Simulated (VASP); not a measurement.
**TiC: transverse stress against strain**

TiC (rock salt, Fm-3m, 9.692 Å³/atom and stress up to 0.08 GPa in the relaxed cell, cube axes along x, y and z) under an equal strain ε along x and y, with z held. LDA in VASP (plane waves, PAW), 600 eV, 18×18×18 Γ-centred mesh, Methfessel-Paxton smearing 0.10 eV; ions are relaxed, or left where forces stay under 0.02 eV/Å, within the symmetry of each cell. Stress is positive for a compressed cell.

Here s stands for strain and y for stress zz.

```csv
strain (%),stress zz (GPa)
-1.50,3.86
-1.00,2.51
-0.50,1.20
0.00,-0.08
0.50,-1.32
1.00,-2.54
1.50,-3.74
3.00,?
```

Fit y of the 7 rows that show it with a straight line. Means: s 0, y -0.016. About the means, the sum of products is -17.710 and the sum of squares of s is 7.0000; the slope is their ratio. Least squares gives y = -0.016 - 2.5300·s. Residuals (row less fit): 0.081, -0.004, -0.049, -0.064, -0.039, 0.006, 0.071; standard error 0.063 (degrees of freedom: 5). The slope gives the elastic constant 2C12 = about 250 GPa.

**Question.** What does the fit predict for y at s = 3.00, and how far is the calculated value from it?

**Answer.** y = -0.016 - 2.5300 × 3.0 = -7.606 GPa. The calculation gives -7.18 GPa, 0.426 GPa above the prediction (3.9 % of the range of y in the table). The row lies outside the fitted rows, so this is an extrapolation. From the scatter of the fitted rows alone, a prediction at this place has a standard error of 0.098 GPa, so the miss is 4.3 times that.

A polynomial of degree 2 through the 12 other runs of the series gives -7.14 there, so most of the miss is curvature that the fit leaves out. In a metal these values are sensitive to mesh and smearing; energies are taken to zero smearing, stresses follow the free energy. The runs aren't spin-polarised. Rows are the converged runs of the series near zero and its far end; series whose fitted rows scatter by over a few per cent of the range, as at a crossing or softening among them, aren't shown in this form, nor equations of state whose B0' disagrees with the runs' pressures. Most that stay on the fit to the last digits aren't either.
